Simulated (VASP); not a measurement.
Calculation: PBE GGA, VASP's PBE PAW potentials (set 64) (plane waves; VASP 6.6.1).

The input files of a VASP run:

File KPOINTS:
```
Automatic mesh
0
Gamma
10 10 7
0 0 0
```

INCAR:
```
SYSTEM = PtS2
PREC = Accurate
ENCUT = 500
EDIFF = 1E-6
NELM = 100
ALGO = Normal
LREAL = .FALSE.
LASPH = .TRUE.
ISMEAR = 1
SIGMA = 0.1
GGA = PE
LMAXMIX = 6
LWAVE = .FALSE.
LCHARG = .FALSE.
IBRION = 2
ISIF = 3
NSW = 40
EDIFFG = -0.02
PSTRESS = 100
```

### POSCAR
```
PtS2
1
    1.7870687311    -3.0952941007     0.0000000000
    1.7870687311     3.0952941007     0.0000000000
    0.0000000000     0.0000000000     4.6377137520
Pt S
1 2
Direct
  0.0000000000   0.0000000000   0.0000000000
  0.3333330000   0.6666670000   0.2598877511
  0.6666670000   0.3333330000   0.7401122489
```

POTCAR, in this order: Pt S (PBE.64 set). Program: vasp_std.

What VASP printed:

### OSZICAR
```
...
DAV:  12    -0.153000106400E+02   -0.39062E-05   -0.73948E-06  2904   0.258E-02    0.127E-02
DAV:  13    -0.153000120604E+02   -0.14204E-05   -0.16806E-06  2313   0.108E-02    0.401E-03
DAV:  14    -0.153000122114E+02   -0.15102E-06   -0.20036E-07  1557   0.378E-03
   1 F= -.12097679E+02 E0= -.12097699E+02  d E =-.120977E+02
       N       E                     dE             d eps       ncg     rms          rms(c)
DAV:   1    -0.158284762324E+02   -0.52846E+00   -0.17015E+01  2554   0.390E+01    0.760E+00
DAV:   2    -0.151277401102E+02    0.70074E+00   -0.26066E+00  2470   0.176E+01    0.380E+00
DAV:   3    -0.150317270776E+02    0.96013E-01   -0.18354E-01  2652   0.454E+00    0.130E+00
DAV:   4    -0.150083025306E+02    0.23425E-01   -0.11957E-01  2694   0.228E+00    0.779E-01
DAV:   5    -0.150084280592E+02   -0.12553E-03   -0.26995E-03  3044   0.502E-01    0.533E-01
DAV:   6    -0.150087545439E+02   -0.32648E-03   -0.11620E-03  2883   0.238E-01    0.958E-02
DAV:   7    -0.150087137992E+02    0.40745E-04   -0.14090E-04  3002   0.101E-01    0.444E-02
DAV:   8    -0.150087143035E+02   -0.50425E-06   -0.69390E-06  2988   0.215E-02
   2 F= -.12048247E+02 E0= -.12048264E+02  d E =0.494317E-01
       N       E                     dE             d eps       ncg     rms          rms(c)
DAV:   1    -0.155662156051E+02   -0.55750E+00   -0.67861E+00  2561   0.243E+01    0.412E+00
DAV:   2    -0.152890662615E+02    0.27715E+00   -0.11564E+00  2505   0.126E+01    0.300E+00
DAV:   3    -0.152449895885E+02    0.44077E-01   -0.83367E-02  2610   0.323E+00    0.137E+00
DAV:   4    -0.152331230462E+02    0.11867E-01   -0.66283E-02  2568   0.154E+00    0.493E-01
DAV:   5    -0.152330524039E+02    0.70642E-04   -0.24967E-03  2918   0.502E-01    0.332E-01
DAV:   6    -0.152330753129E+02   -0.22909E-04   -0.63627E-04  2834   0.230E-01    0.538E-02
DAV:   7    -0.152330672722E+02    0.80407E-05   -0.60873E-05  3170   0.584E-02    0.268E-02
DAV:   8    -0.152330671181E+02    0.15406E-06   -0.29049E-06  2403   0.149E-02
   3 F= -.12121349E+02 E0= -.12121363E+02  d E =-.236699E-01
       N       E                     dE             d eps       ncg     rms          rms(c)
DAV:   1    -0.152321389146E+02    0.92836E-03   -0.11712E+00  2400   0.766E+00    0.989E-01
DAV:   2    -0.152213163648E+02    0.10823E-01   -0.90896E-02  2610   0.309E+00    0.566E-01
DAV:   3    -0.152193743969E+02    0.19420E-02   -0.41204E-03  2967   0.680E-01    0.220E-01
DAV:   4    -0.152187813979E+02    0.59300E-03   -0.43080E-03  2533   0.408E-01    0.106E-01
DAV:   5    -0.152187817985E+02   -0.40056E-06   -0.20905E-04  2841   0.109E-01    0.690E-02
DAV:   6    -0.152187881875E+02   -0.63891E-05   -0.21150E-05  3047   0.411E-02    0.374E-02
DAV:   7    -0.152187968106E+02   -0.86231E-05   -0.10196E-05  2974   0.267E-02    0.943E-03
DAV:   8    -0.152187963706E+02    0.44000E-06   -0.11743E-06  1361   0.106E-02
   4 F= -.12134141E+02 E0= -.12134190E+02  d E =-.127919E-01
       N       E                     dE             d eps       ncg     rms          rms(c)
DAV:   1    -0.152789775774E+02   -0.60181E-01   -0.10620E+01  2400   0.230E+01    0.292E+00
DAV:   2    -0.151818554222E+02    0.97122E-01   -0.83141E-01  2589   0.919E+00    0.169E+00
DAV:   3    -0.151631517551E+02    0.18704E-01   -0.42748E-02  3009   0.221E+00    0.574E-01
DAV:   4    -0.151580281693E+02    0.51236E-02   -0.32715E-02  2484   0.119E+00    0.332E-01
DAV:   5    -0.151581949189E+02   -0.16675E-03   -0.13404E-03  3044   0.275E-01    0.199E-01
DAV:   6    -0.151582532325E+02   -0.58314E-04   -0.18168E-04  2952   0.116E-01    0.983E-02
DAV:   7    -0.151582927787E+02   -0.39546E-04   -0.75863E-05  3072   0.734E-02    0.190E-02
DAV:   8    -0.151582899504E+02    0.28283E-05   -0.96339E-06  2974   0.283E-02    0.100E-02
DAV:   9    -0.151582902306E+02   -0.28015E-06   -0.96787E-07  1485   0.796E-03
   5 F= -.12154889E+02 E0= -.12154639E+02  d E =-.335403E-01
       N       E                     dE             d eps       ncg     rms          rms(c)
DAV:   1    -0.151467140772E+02    0.11576E-01   -0.46396E-01  2400   0.490E+00    0.621E-01
DAV:   2    -0.151429036711E+02    0.38104E-02   -0.36312E-02  2708   0.194E+00    0.388E-01
DAV:   3    -0.151420275426E+02    0.87613E-03   -0.19458E-03  2939   0.475E-01    0.148E-01
DAV:   4    -0.151417721375E+02    0.25541E-03   -0.18714E-03  2512   0.279E-01    0.734E-02
DAV:   5    -0.151417749850E+02   -0.28476E-05   -0.79002E-05  2897   0.662E-02    0.437E-02
DAV:   6    -0.151417785578E+02   -0.35728E-05   -0.84560E-06  2990   0.269E-02    0.224E-02
DAV:   7    -0.151417827088E+02   -0.41510E-05   -0.34274E-06  2628   0.153E-02    0.632E-03
DAV:   8    -0.151417824254E+02    0.28340E-06   -0.47614E-07  1249   0.647E-03
   6 F= -.12155408E+02 E0= -.12155131E+02  d E =-.340593E-01
       N       E                     dE             d eps       ncg     rms          rms(c)
DAV:   1    -0.151668817188E+02   -0.25099E-01   -0.62415E-01  2400   0.596E+00    0.813E-01
DAV:   2    -0.151600440428E+02    0.68377E-02   -0.20485E-02  2960   0.115E+00    0.328E-01
DAV:   3    -0.151583688336E+02    0.16752E-02   -0.47091E-03  2757   0.470E-01    0.146E-01
DAV:   4    -0.151582577414E+02    0.11109E-03   -0.78228E-04  2764   0.262E-01    0.837E-02
DAV:   5    -0.151582291545E+02    0.28587E-04   -0.81830E-05  2869   0.841E-02    0.375E-02
DAV:   6    -0.151582277457E+02    0.14088E-05   -0.14704E-05  2989   0.290E-02    0.124E-02
DAV:   7    -0.151582273439E+02    0.40182E-06   -0.18121E-06  1733   0.104E-02
   7 F= -.12156588E+02 E0= -.12156364E+02  d E =-.118010E-02
       N       E                     dE             d eps       ncg     rms          rms(c)
DAV:   1    -0.151545893213E+02    0.36384E-02   -0.63250E-02  2407   0.190E+00    0.263E-01
DAV:   2    -0.151538970275E+02    0.69229E-03   -0.20830E-03  2953   0.362E-01    0.103E-01
DAV:   3    -0.151537290856E+02    0.16794E-03   -0.47245E-04  2757   0.148E-01    0.457E-02
DAV:   4    -0.151537191382E+02    0.99474E-05   -0.74509E-05  2764   0.797E-02    0.255E-02
DAV:   5    -0.151537174007E+02    0.17375E-05   -0.81621E-06  2799   0.269E-02    0.116E-02
DAV:   6    -0.151537182005E+02   -0.79982E-06   -0.12434E-06  1333   0.898E-03
   8 F= -.12156911E+02 E0= -.12156668E+02  d E =-.150259E-02
       N       E                     dE             d eps       ncg     rms          rms(c)
DAV:   1    -0.151468449051E+02    0.68725E-02   -0.35277E-01  2449   0.477E+00    0.627E-01
DAV:   2    -0.151385555538E+02    0.82894E-02   -0.46695E-02  2771   0.222E+00    0.501E-01
DAV:   3    -0.151370652811E+02    0.14903E-02   -0.49137E-03  2701   0.739E-01    0.173E-01
DAV:   4    -0.151366931045E+02    0.37218E-03   -0.16324E-03  2673   0.264E-01    0.758E-02
DAV:   5    -0.151366815010E+02    0.11604E-04   -0.85540E-05  3114   0.915E-02    0.513E-02
DAV:   6    -0.151366870380E+02   -0.55370E-05   -0.20170E-05  2750   0.363E-02    0.820E-03
DAV:   7    -0.151366874194E+02   -0.38143E-06   -0.24480E-06  1968   0.112E-02
   9 F= -.12157346E+02 E0= -.12157153E+02  d E =-.434987E-03
       N       E                     dE             d eps       ncg     rms          rms(c)
DAV:   1    -0.151455745454E+02   -0.88875E-02   -0.55421E-02  2442   0.189E+00    0.249E-01
DAV:   2    -0.151442353862E+02    0.13392E-02   -0.74159E-03  2743   0.888E-01    0.202E-01
DAV:   3    -0.151440017761E+02    0.23361E-03   -0.76516E-04  2736   0.291E-01    0.703E-02
DAV:   4    -0.151439391210E+02    0.62655E-04   -0.26050E-04  2652   0.106E-01    0.301E-02
DAV:   5    -0.151439354706E+02    0.36503E-05   -0.12772E-05  3163   0.346E-02    0.203E-02
DAV:   6    -0.151439339146E+02    0.15560E-05   -0.32341E-06  2419   0.147E-02    0.335E-03
DAV:   7    -0.151439337598E+02    0.15485E-06   -0.43339E-07  1249   0.490E-03
  10 F= -.12157681E+02 E0= -.12157468E+02  d E =-.770281E-03
```

OUTCAR:
```
------------------------ aborting loop because EDIFF is reached ----------------------------------------
  FORCE on cell =-STRESS in cart. coord.  units (eV):
  Direction    XX          YY          ZZ          XY          YZ          ZX
  --------------------------------------------------------------------------------------
  Total        3.0042485      3.0042494      3.0068598      0.0000000      0.0000000     -0.0000000
  in kB      100.6026192    100.6026503    100.6900622      0.0000000      0.0000000     -0.0000000
  external PRESSURE =       0.6317772 kB  Pullay stress =     100.0000000 kB
  volume of cell :       47.85
      direct lattice vectors                 reciprocal lattice vectors
     1.779161385 -3.081598390  0.000000000     0.281031279 -0.162253460  0.000000000
     1.779161385  3.081598390 -0.000000000     0.281031279  0.162253460  0.000000000
    -0.000000000 -0.000000000  4.363306983    -0.000000000  0.000000000  0.229183966
 POSITION                                       TOTAL-FORCE (eV/Angst)
 -----------------------------------------------------------------------------------
      0.00000      0.00000      0.00000        -0.000000      0.000000      0.000000
      1.77916      1.02720      1.19501        -0.000000     -0.000000     -0.011180
      1.77916     -1.02720      3.16830         0.000000      0.000000      0.011180
 -----------------------------------------------------------------------------------
    total drift:                               -0.000000      0.000000      0.000000
  FREE ENERGIE OF THE ION-ELECTRON SYSTEM (eV)
  ---------------------------------------------------
  free  energy   TOTEN  =       -15.1439337598 eV

  energy  without entropy=      -15.1432947520  energy(sigma->0) =      -15.14372076
  enthalpy is  TOTEN    =       -12.1576809949 eV   P V=        2.9862527648

 reached required accuracy - stopping structural energy minimisation
```
(Selected blocks of OUTCAR.)

File CONTCAR:
```
PtS2
   1.00000000000000
     1.7791613848417640   -3.0815983897749644    0.0000000000000000
     1.7791613848417640    3.0815983897749644   -0.0000000000000000
    -0.0000000000000000   -0.0000000000000000    4.3633069825152297
  Pt              S
     1     2
Direct
     0.0000000000000000    0.0000000000000000    0.0000000000000000
     0.3333330000000032    0.6666669999999968    0.2738773584886424
     0.6666669999999968    0.3333330000000032    0.7261226415113575
```

Energy and stress use the plane-wave basis of the starting cell. Without a dispersion term in the relaxation, distances and binding between the weakly bound layers, chains or molecules are unreliable, and so is what depends on them.

The compound is PtS2 in the 1T layered structure. This run relaxes it under an external pressure of 10 GPa. Symmetry was kept, so distortions that lower it aren't found.
